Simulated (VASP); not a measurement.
Calculation: PBEsol GGA, VASP's PBE PAW potentials (set 64) (plane waves; VASP 6.6.1).

Input for VASP

KPOINTS:
```
kpoints
0
gamma
 9 9 9
```

INCAR:
```
SYSTEM = Al3Cu
PREC = Accurate; ENCUT = 400; LREAL = .False.
LASPH = .True.
EDIFF = 1E-6; NELM = 100; ALGO = Normal
LMAXMIX = 4
ISMEAR = 1; SIGMA = 0.1
GGA = PS
IBRION = 2; NSW = 60; ISIF = 3
EDIFFG = -0.01
LWAVE = .False.; LCHARG = .False.
```

POSCAR:
```
Al3Cu
1.0
  3.8930031913   0.0000000000   0.0000000000
  0.0000000000   3.8930031913   0.0000000000
  0.0000000000   0.0000000000   3.8930031913
Cu Al
1 3
direct
  0.0000000000   0.0000000000   0.0000000000
  0.5000000000   0.5000000000   0.0000000000
  0.5000000000   0.0000000000   0.5000000000
  0.0000000000   0.5000000000   0.5000000000
```

POTCAR, in this order: Cu Al (PBE.64 set). Program: vasp_std.

Estimate the energy per atom (σ→0), volume per atom, band gap (on the k-mesh).

```json
{
 "energy per atom (σ→0)": "-4.177 eV/atom",
 "band gap (on the k-mesh)": "none (metal, semimetal or under 0.01 eV)",
 "volume_per_atom": "14.73 Å³/atom"
}
```

### OSZICAR
```
...
DAV:   1    -0.167136181778E+02   -0.40643E-02   -0.49481E-02  1010   0.672E+00    0.530E-01
DAV:   2    -0.167146910137E+02   -0.10728E-02   -0.61427E-02  1188   0.942E+00    0.480E-01
DAV:   3    -0.167098919464E+02    0.47991E-02   -0.21332E-02  1174   0.559E+00    0.885E-02
DAV:   4    -0.167098049149E+02    0.87032E-04   -0.51370E-04  1434   0.336E-01    0.193E-02
DAV:   5    -0.167097988102E+02    0.61047E-05   -0.21258E-05  1540   0.126E-01    0.907E-03
DAV:   6    -0.167097973139E+02    0.14963E-05   -0.19976E-06   798   0.471E-02    0.121E-03
DAV:   7    -0.167097974635E+02   -0.14963E-06   -0.10104E-06   622   0.186E-02
   3 F= -.16709797E+02 E0= -.16709410E+02  d E =-.320981E-04
```

The structure was generated: Al3Cu was put into an ordered model structure (Pm-3m), which need not be its known phase. This run relaxes it. Symmetry was kept, so distortions that lower it aren't found. The start is the result of an earlier pass.
